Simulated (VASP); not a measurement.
Here is the system:

```xyz
6
Lattice="5.0659 0.0000 0.0000 0.0000 1.5382 8.1702 0.0000 -1.5382 8.1702" Properties=species:S:1:pos:R:3 pbc="T T T"
Mg     2.5329     0.0000     0.0021
Mg     2.5329     0.0000    10.9490
Mg     2.5329     0.0000     5.3568
Mg     0.0000     0.0000    14.4600
Mg     0.0000     0.0000     9.1751
Ti     0.0000     0.0000     3.6315
```

The numbers are results of PBEsol GGA, VASP's PBE PAW potentials (set 64) (plane waves; VASP 6.6.1), not measurements. Numerical set-up: 400 eV cut-off, Gaussian smearing of 0.050 eV, potentials Mg Ti_sv.

The run has a spin-polarised start.

Q: What does the run give for the cell moment, band gap (along the path) with the smallest direct gap where there is one?

A: 
band gap (along the path): none (metal, semimetal or under 0.01 eV)
cell moment: 1.57 μB

The absolute energy has meaning only against runs of the same code, potentials and settings.

The structure comes from a computed database's Mg5Ti entry (Amm2); how it stands against other phases isn't given here. It was relaxed first.
